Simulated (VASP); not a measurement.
Zr3MoC:

```
CELL_PARAMETERS angstrom
4.94251 0.00000 0.00000
0.00000 4.94251 0.00000
0.00000 0.00000 4.94251
ATOMIC_POSITIONS crystal
Zr 0.50000 0.00000 0.00000
Zr 0.00000 0.50000 0.00000
Zr 0.00000 0.00000 0.50000
Mo 0.00000 0.00000 0.00000
C 0.50000 0.50000 0.50000
```

The cell was built by a generator and needn't be a form met in nature.

Base run:

| Property | Result |
| --- | --- |
| Program | VASP 6.6.1 |
| Functional | PBE |
| Potentials or basis | VASP PAW PBE potentials, release 64 (Zr_sv, Mo_sv, C_s) |
| Cutoff | 900 eV |
| k mesh | 5 × 5 × 5 |
| Occupations | fermi-dirac, width 0.05 eV |
| Spin | no spin polarisation |

Its results: pressure 1.0 GPa.

Question: The run is repeated on the same cell with these changes: potentials or basis from VASP PAW PBE potentials, release 64 (Zr_sv, Mo_sv, C_s) to VASP PAW PBE potentials, release 64 (Zr_sv, Mo, C); valence electrons from 54 to 46. What comes out?

Answer: Pressure 1.5 GPa.

Not every run made on this cell is shown here.
